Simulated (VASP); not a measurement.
Here is the system:

```
CdSe
1.0
    2.17649    -3.76979     0.00000
    2.17649     3.76979     0.00000
    0.00000     0.00000     7.09453
Cd Se
2 2
Direct
  0.66667   0.33333   0.50005
  0.33333   0.66667   0.00005
  0.66667   0.33333   0.87595
  0.33333   0.66667   0.37595
```

Level of theory: optB86b-vdW, VASP's PBE PAW potentials (set 64) (plane waves; VASP). Numerical set-up: 520 eV cut-off, Gaussian smearing of 0.050 eV, potentials Cd Se.

### Question
Give the energies of bands 13 to 21 at the high-symmetry points, in eV from the valence-band maximum.

### Answer

```json
[
 {"band": "13", "Γ": "-4.21", "M": "-4.07", "K": "-3.68", "A": "-2.61", "L": "-4.07", "H": "-3.97"},
 {"band": "14", "Γ": "-0.72", "M": "-3.53", "K": "-3.68", "A": "-2.61", "L": "-4.07", "H": "-3.97"},
 {"band": "15", "Γ": "-0.72", "M": "-2.53", "K": "-2.90", "A": "-0.38", "L": "-1.29", "H": "-2.32"},
 {"band": "16", "Γ": "-0.04", "M": "-1.76", "K": "-1.78", "A": "-0.38", "L": "-1.29", "H": "-2.32"},
 {"band": "17", "Γ": "0.00", "M": "-1.26", "K": "-1.78", "A": "-0.38", "L": "-1.27", "H": "-1.06"},
 {"band": "18", "Γ": "0.00", "M": "-0.71", "K": "-1.60", "A": "-0.38", "L": "-1.27", "H": "-1.06"},
 {"band": "19", "Γ": "0.48", "M": "3.07", "K": "4.20", "A": "2.22", "L": "2.83", "H": "3.63"},
 {"band": "20", "Γ": "2.08", "M": "3.25", "K": "4.58", "A": "2.22", "L": "2.83", "H": "3.63"},
 {"band": "21", "Γ": "5.79", "M": "4.70", "K": "4.58", "A": "5.74", "L": "4.79", "H": "5.72"}
]
```

The gap is direct, 0.48 eV, from the valence maximum at Γ to the conduction minimum at Γ.

Measured: gap 1.73 eV (computed value off by -1.25 eV), as given by Abedi et al., (2022), arXiv:2211.14644.

The compound is CdSe in the wurtzite structure. It was relaxed first.
